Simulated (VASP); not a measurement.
Output of a VASP run:

### OSZICAR
```
       N       E                     dE             d eps       ncg     rms          rms(c)
DAV:   1     0.342050316459E+02    0.34205E+02   -0.75305E+03   864   0.120E+03
DAV:   2    -0.315185876760E+02   -0.65724E+02   -0.60427E+02  1200   0.186E+02
DAV:   3    -0.346068031540E+02   -0.30882E+01   -0.30718E+01  1124   0.414E+01
DAV:   4    -0.346440994685E+02   -0.37296E-01   -0.37269E-01  1064   0.524E+00
DAV:   5    -0.346447305455E+02   -0.63108E-03   -0.63096E-03  1108   0.648E-01    0.126E+01
DAV:   6    -0.313078856817E+02    0.33368E+01   -0.94576E+00  1068   0.195E+01    0.584E+00
DAV:   7    -0.311848637301E+02    0.12302E+00   -0.85216E-01  1104   0.612E+00    0.243E+00
DAV:   8    -0.311629164548E+02    0.21947E-01   -0.47129E-02  1024   0.160E+00    0.515E-01
DAV:   9    -0.311617272187E+02    0.11892E-02   -0.59846E-03  1060   0.588E-01    0.150E-01
DAV:  10    -0.311620093709E+02   -0.28215E-03   -0.50585E-04  1004   0.174E-01    0.477E-02
DAV:  11    -0.311620279716E+02   -0.18601E-04   -0.82916E-05  1048   0.732E-02    0.780E-03
DAV:  12    -0.311620283677E+02   -0.39606E-06   -0.28619E-06  1080   0.137E-02    0.266E-03
DAV:  13    -0.311620286025E+02   -0.23484E-06   -0.36492E-07  1064   0.505E-03    0.218E-03
DAV:  14    -0.311620286212E+02   -0.18695E-07   -0.44662E-08   656   0.165E-03
   1 F= -.31162029E+02 E0= -.31162029E+02  d E =0.000000E+00
```

File OUTCAR:
```
------------------------ aborting loop because EDIFF is reached ----------------------------------------
  FORCE on cell =-STRESS in cart. coord.  units (eV):
  Direction    XX          YY          ZZ          XY          YZ          ZX
  --------------------------------------------------------------------------------------
  Total        0.0210330      0.0210330     -0.0699532      0.0000000      0.0000000      0.0000000
  in kB        0.8151175      0.8151174     -2.7109826      0.0000000      0.0000000      0.0000000
  external PRESSURE =      -0.3602492 kB  Pullay stress =       0.0000000 kB
  volume of cell :       41.34
      direct lattice vectors                 reciprocal lattice vectors
     1.537569810 -2.663148789  0.000000000     0.325188487 -0.187747678  0.000000000
     1.537569810  2.663148789  0.000000000     0.325188487  0.187747678  0.000000000
     0.000000000  0.000000000  5.048135174     0.000000000  0.000000000  0.198092952
  FREE ENERGIE OF THE ION-ELECTRON SYSTEM (eV)
  ---------------------------------------------------
  free  energy   TOTEN  =       -31.1620286212 eV

  energy  without entropy=      -31.1620286212  energy(sigma->0) =      -31.16202862

 total charge

# of ion       s       p       d       tot
------------------------------------------
    1        0.709   0.970   0.000   1.680
    2        0.709   0.970   0.000   1.680
    3        0.832   1.702   0.000   2.534
    4        0.832   1.702   0.000   2.534
--------------------------------------------------
tot          3.083   5.344   0.000   8.427

 Electric field gradients after diagonalization (V/A^2)
 (convention: |V_zz| > |V_xx| > |V_yy|)
----------------------------------------------------------------------
 ion       V_xx      V_yy      V_zz     asymmetry (V_yy - V_xx)/ V_zz
----------------------------------------------------------------------
   1      -1.633    -1.632     3.265       0.000
   2      -1.632    -1.632     3.265       0.000
   3      -1.087    -1.086     2.173       0.000
   4      -1.087    -1.086     2.173       0.000
```
(Selected blocks of OUTCAR.)

**POSCAR**
```
SiC
1
    1.5375698100    -2.6631487886     0.0000000000
    1.5375698100     2.6631487886     0.0000000000
    0.0000000000     0.0000000000     5.0481351744
Si C
2 2
Direct
  0.6666670000   0.3333330000   0.4995977425
  0.3333330000   0.6666670000   0.9995977425
  0.6666670000   0.3333330000   0.8754022575
  0.3333330000   0.6666670000   0.3754022575
```

Q: Reconstruct the remaining input files.

A: One answer among several that fit: the input of the run itself, AM05 GGA, plane waves, VASP's PBE PAW potentials (set 64).

### KPOINTS
```
Automatic mesh
0
Gamma
9 9 5
0 0 0
```

INCAR:
```
# general
SYSTEM  =  SiC
PREC    =  Accurate
ENCUT   =  520
LREAL   =  .FALSE.
LASPH   =  .TRUE.

# electronic loop
EDIFF   =  1E-7
NELM    =  100
ALGO    =  Normal

# smearing
ISMEAR  =  -5

# functional
GGA     =  AM

# ions
ISIF    =  2

# output
LWAVE   =  .FALSE.
LCHARG  =  .TRUE.
LORBIT  =  11
NEDOS   =  601

# other
LEFG    =  .TRUE.
```

POTCAR, in this order: Si C (PBE.64 set). Program: vasp_std.

The compound is SiC in the wurtzite structure, the rare 2H polytype. It was relaxed first.
